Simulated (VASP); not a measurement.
These are PBEsol GGA, VASP's PBE PAW potentials (set 64) (plane waves; VASP 6.6.1) values and carry that method's errors.

The input files of a VASP run:

INCAR:
```
ALGO=Normal
EDIFF=1E-6
EDIFFG=-0.02
ENCUT=500
GGA=PS
IBRION=2
ISIF=3
ISMEAR=1
LASPH=.TRUE.
LCHARG=.FALSE.
LMAXMIX=4
LREAL=.FALSE.
LWAVE=.FALSE.
NELM=100
NSW=40
PREC=Accurate
PSTRESS=50
SIGMA=0.1
SYSTEM=CoSi
```

### KPOINTS
```
Automatic mesh
0
Gamma
 7 7 7
0 0 0
```

### POSCAR
```
CoSi
1
    4.3575394658    -0.0000000000    -0.0000000000
   -0.0000000000     4.3575394658     0.0000000000
   -0.0000000000    -0.0000000000     4.3575394658
Co Si
4 4
Direct
  0.8537126841   0.6462873159   0.3537126841
  0.3537126841   0.8537126841   0.6462873159
  0.1462873159   0.1462873159   0.1462873159
  0.6462873159   0.3537126841   0.8537126841
  0.1563788112   0.3436211888   0.6563788112
  0.6563788112   0.1563788112   0.3436211888
  0.8436211888   0.8436211888   0.8436211888
  0.3436211888   0.6563788112   0.1563788112
```

POTCAR, in this order: Co Si (PBE.64 set). Program: vasp_std.

What VASP printed:

OUTCAR:
```
 ion  position               nearest neighbor table
   1  0.854  0.646  0.354-   5 2.28   6 2.30   7 2.30   8 2.30   6 2.38   7 2.38   8 2.38   2 2.68
                             3 2.68   2 2.68   3 2.68   4 2.68   4 2.68
   2  0.354  0.854  0.646-   6 2.28   5 2.30   7 2.30   8 2.30   8 2.38   5 2.38   7 2.38   4 2.68
                             1 2.68   1 2.68   4 2.68   3 2.68   3 2.68
   3  0.146  0.146  0.146-   7 2.28   6 2.30   5 2.30   8 2.30   8 2.38   5 2.38   6 2.38   1 2.68
                             4 2.68   1 2.68   4 2.68   2 2.68   2 2.68
   4  0.646  0.354  0.854-   8 2.28   6 2.30   7 2.30   5 2.30   5 2.38   6 2.38   7 2.38   2 2.68
                             2 2.68   3 2.68   3 2.68   1 2.68   1 2.68
   5  0.156  0.344  0.656-   1 2.28   2 2.30   3 2.30   4 2.30   2 2.38   3 2.38   4 2.38   8 2.70
                             6 2.70   8 2.70   7 2.70   7 2.70   6 2.70
   6  0.656  0.156  0.344-   2 2.28   1 2.30   3 2.30   4 2.30   4 2.38   1 2.38   3 2.38   8 2.70
                             7 2.70   5 2.70   8 2.70   7 2.70   5 2.70
   7  0.844  0.844  0.844-   3 2.28   2 2.30   1 2.30   4 2.30   4 2.38   1 2.38   2 2.38   5 2.70
                             6 2.70   8 2.70   6 2.70   5 2.70   8 2.70
   8  0.344  0.656  0.156-   4 2.28   2 2.30   3 2.30   1 2.30   1 2.38   2 2.38   3 2.38   7 2.70
                             5 2.70   5 2.70   6 2.70   6 2.70   7 2.70
  LATTYP: Found a simple cubic cell.
 ALAT       =     4.3575394658
 Subroutine PRICEL returns:
 Original cell was already a primitive cell.
 Subroutine GETGRP returns: Found 12 space group operations
The static configuration has the point symmetry C_3 .
 The point group associated with its full space group is T   .
The dynamic configuration has the point symmetry C_3 .
 Subroutine INISYM returns: Found 12 space group operations
 Subroutine IBZKPT returns following result:
 Found     24 irreducible k-points:

 Following reciprocal coordinates:
            Coordinates               Weight
  0.000000  0.000000  0.000000      1.000000
  0.142857  0.000000  0.000000      6.000000
  0.285714  0.000000  0.000000      6.000000
  0.428571  0.000000  0.000000      6.000000
  0.142857  0.142857  0.000000     12.000000
  0.285714  0.142857  0.000000     12.000000
 -0.142857  0.285714  0.000000     12.000000
  0.428571  0.142857  0.000000     12.000000
 -0.142857  0.428571  0.000000     12.000000
  0.285714  0.285714  0.000000     12.000000
  0.428571  0.285714  0.000000     12.000000
 -0.285714  0.428571  0.000000     12.000000
  0.428571  0.428571  0.000000     12.000000
  0.142857  0.142857  0.142857      8.000000
  0.285714  0.142857  0.142857     24.000000
  0.428571  0.142857  0.142857     24.000000
  0.285714  0.285714  0.142857     24.000000
  0.428571  0.285714  0.142857     24.000000
 -0.285714  0.428571  0.142857     24.000000
  0.428571  0.428571  0.142857     24.000000
  0.285714  0.285714  0.285714      8.000000
  0.428571  0.285714  0.285714     24.000000
  0.428571  0.428571  0.285714     24.000000
  0.428571  0.428571  0.428571      8.000000
   k-points           NKPTS =     24   k-points in BZ     NKDIM =     24   number of bands    NBANDS=     31
   number of dos      NEDOS =    301   number of ions     NIONS =      8
   total plane-waves  NPLWV =  32768
   dimension x,y,z NGX =    32 NGY =   32 NGZ =   32
   dimension x,y,z NGXF=    64 NGYF=   64 NGZF=   64
   ions per type =               4   4
   PREC   = accura    normal or accurate (medium, high low for compatibility)
   ISTART =      0    job   : 0-new  1-cont  2-samecut
   ICHARG =      2    charge: 1-file 2-atom 10-const
   ISPIN  =      1    spin polarized calculation?
   LNONCOLLINEAR =      F non collinear calculations
   LSORBIT =      F    spin-orbit coupling
   INIWAV =      1    electr: 0-lowe 1-rand  2-diag
   ENCUT  =  500.0 eV  36.75 Ry    6.06 a.u.   7.94  7.94  7.94*2*pi/ulx,y,z
   NELM   =    100;   NELMIN=  2; NELMDL= -5     # of ELM steps
   EDIFF  = 0.1E-05   stopping-criterion for ELM
   LREAL  =      F    real-space projection
   NLSPLINE    = F    spline interpolate recip. space projectors
   LMAXMIX     =    4 max onsite mixed and CHGCAR
   VOSKOWN=      0    Vosko Wilk Nusair interpolation
...
```

**OSZICAR**
```
       N       E                     dE             d eps       ncg     rms          rms(c)
DAV:   1     0.349045362411E+03    0.34905E+03   -0.21974E+04  1488   0.189E+03
DAV:   2    -0.328441215966E+02   -0.38189E+03   -0.37223E+03  1488   0.405E+02
DAV:   3    -0.650483386529E+02   -0.32204E+02   -0.31335E+02  1807   0.139E+02
DAV:   4    -0.664190548107E+02   -0.13707E+01   -0.13528E+01  1914   0.275E+01
DAV:   5    -0.664701021436E+02   -0.51047E-01   -0.51031E-01  2050   0.474E+00    0.307E+01
DAV:   6    -0.717336551315E+02   -0.52636E+01   -0.19339E+02  2137   0.161E+02    0.264E+01
DAV:   7    -0.597797261437E+02    0.11954E+02   -0.72688E+01  2047   0.114E+02    0.856E+00
DAV:   8    -0.599033939571E+02   -0.12367E+00   -0.43543E+00  1750   0.129E+01    0.301E+00
DAV:   9    -0.598046636288E+02    0.98730E-01   -0.35564E-01  2361   0.677E+00    0.115E+00
DAV:  10    -0.597977488058E+02    0.69148E-02   -0.20586E-02  2265   0.104E+00    0.306E-01
DAV:  11    -0.597966681378E+02    0.10807E-02   -0.28517E-03  2401   0.506E-01    0.942E-02
DAV:  12    -0.597966440195E+02    0.24118E-04   -0.24194E-04  1882   0.169E-01    0.302E-02
DAV:  13    -0.597966430741E+02    0.94534E-06   -0.57878E-05  2385   0.497E-02    0.305E-02
DAV:  14    -0.597966402550E+02    0.28191E-05   -0.65900E-06  1669   0.197E-02    0.109E-02
DAV:  15    -0.597966402464E+02    0.85870E-08   -0.28279E-06  1360   0.156E-02
   1 F= -.57214479E+02 E0= -.57214677E+02  d E =-.572145E+02
```

File OUTCAR:
```
------------------------ aborting loop because EDIFF is reached ----------------------------------------
  FORCE on cell =-STRESS in cart. coord.  units (eV):
  Direction    XX          YY          ZZ          XY          YZ          ZX
  --------------------------------------------------------------------------------------
  Total        2.6257199      2.6257199      2.6257199      0.0000000     -0.0000000      0.0000000
  in kB       50.8434479     50.8434479     50.8434479      0.0000000     -0.0000000      0.0000000
  external PRESSURE =       0.8434479 kB  Pullay stress =      50.0000000 kB
  volume of cell :       82.74
      direct lattice vectors                 reciprocal lattice vectors
     4.357539466  0.000000000  0.000000000     0.229487308  0.000000000  0.000000000
     0.000000000  4.357539466  0.000000000     0.000000000  0.229487308  0.000000000
     0.000000000  0.000000000  4.357539466     0.000000000  0.000000000  0.229487308
 POSITION                                       TOTAL-FORCE (eV/Angst)
 -----------------------------------------------------------------------------------
      3.72009      2.81622      1.54132        -0.002861      0.002861     -0.002861
      1.54132      3.72009      2.81622        -0.002861     -0.002861      0.002861
      0.63745      0.63745      0.63745         0.002861      0.002861      0.002861
      2.81622      1.54132      3.72009         0.002861     -0.002861     -0.002861
      0.68143      1.49734      2.86020         0.004353     -0.004353      0.004353
      2.86020      0.68143      1.49734         0.004353      0.004353     -0.004353
      3.67611      3.67611      3.67611        -0.004353     -0.004353     -0.004353
      1.49734      2.86020      0.68143        -0.004353      0.004353      0.004353
 -----------------------------------------------------------------------------------
    total drift:                                0.000000      0.000000      0.000000
  FREE ENERGIE OF THE ION-ELECTRON SYSTEM (eV)
  ---------------------------------------------------
  free  energy   TOTEN  =       -59.7966402464 eV

  energy  without entropy=      -59.7972349916  energy(sigma->0) =      -59.79683849
  enthalpy is  TOTEN    =       -57.2144786993 eV   P V=        2.5821615471

 reached required accuracy - stopping structural energy minimisation
```
(Selected blocks of OUTCAR.)

The compound is CoSi in the B20 structure. It was relaxed first under an external pressure of 5 GPa. The run is not spin-polarised, so no magnetic state was tried.
